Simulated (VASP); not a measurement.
Runs of VASP 6.6.1 on ZnCu. The structure is cubic, space group Pm-3m (No. 221). The conventional cell has a = 2.922 Å, b = 2.922 Å, c = 2.922 Å, α = 90.00°, β = 90.00°, γ = 90.00°. Around Zn (site symmetry m-3m) lie 8 Cu at 2.53 Å. Cu (site symmetry m-3m) has 8 Zn at 2.53 Å as nearest neighbours. 

```csv
task,level,cell,cutoff (eV),gap on the mesh (eV),pressure (GPa),relaxed volume (Å³/atom)
single point,r2SCAN,"Pm-3m, 12.47 Å³/atom",520,none,0.6,-
single point,PBE,"Pm-3m, 13.05 Å³/atom",520,none,0.5,-
relaxation of cell and atoms,r2SCAN,relaxed,600,none,0.1,(a)
relaxation of cell and atoms,PBE,relaxed,600,none,0.0,13.11
```

Alike in all rows: potentials or basis VASP PAW PBE potentials, release 64 (Zn, Cu); no spin polarisation; k mesh 8 × 8 × 8; smearing fermi-dirac 0.02 eV.

Task: Fill in the values left out.

Result: (a) 12.53.

Caveats: the PAW data sets were made with another functional, which shifts forces and pressure a little (some runs).

A gap of «none» marks a metal or a gap under the smearing width.
